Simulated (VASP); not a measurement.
Input of a VASP 6.6.1 run:

Contents of INCAR:

```
ALGO     = Normal         # electronic algorithm
EDIFF    = 1E-7           # SCF threshold, eV
EDIFFG   = -0.002         # ionic threshold
ENCUT    = 520            # plane-wave cutoff, eV
GGA      = PE             # functional
IBRION   = 2              # ionic algorithm
ISIF     = 3              # what is computed and relaxed
ISMEAR   = 0              # smearing method
KPAR     = 4            
LASPH    = T              # aspherical terms in the spheres
LCHARG   = F              # write CHGCAR
LREAL    = F              # projectors in reciprocal space
LWAVE    = F              # write WAVECAR
NELM     = 60             # most SCF steps
NSW      = 80             # ionic steps
PREC     = Accurate       # precision mode
SIGMA    = 0.02           # smearing width, eV
```

File KPOINTS:

```
k-points
0
Gamma
  14 14 14
```

File POSCAR:

```
C                                       
1.0
   -0.0000000000      1.7867095160      1.7867095160
    1.7867095160      0.0000000000      1.7867095160
    1.7867095160      1.7867095160      0.0000000000
  C             
     2
Direct
     0.0000000000000000    0.0000000000000000    0.0000000000000000
     0.2500000000000000    0.2500000000000000    0.2500000000000000
```

Potentials or basis: VASP PAW PBE potentials, release 64 (C).

Command:

```console
$ cat potpaw_PBE.64/C/POTCAR > POTCAR
$ mpirun -np 4 vasp_std > vasp.out
```

Q: Estimate the band gap on the k mesh.

A: 4.12 eV, indirect (least direct gap 5.57 eV).

Final structure:
```yaml
crystal:
  lattice:
    - [0.00000, 1.78671, 1.78671]
    - [1.78671, 0.00000, 1.78671]
    - [1.78671, 1.78671, 0.00000]
  atoms:
    - { symbol: C, position: [0.00000, 0.00000, 0.00000] }
    - { symbol: C, position: [0.25000, 0.25000, 0.25000] }
```

Caveat: the relaxation stopped at its first step, so nothing moved. A k mesh can miss the band edges.
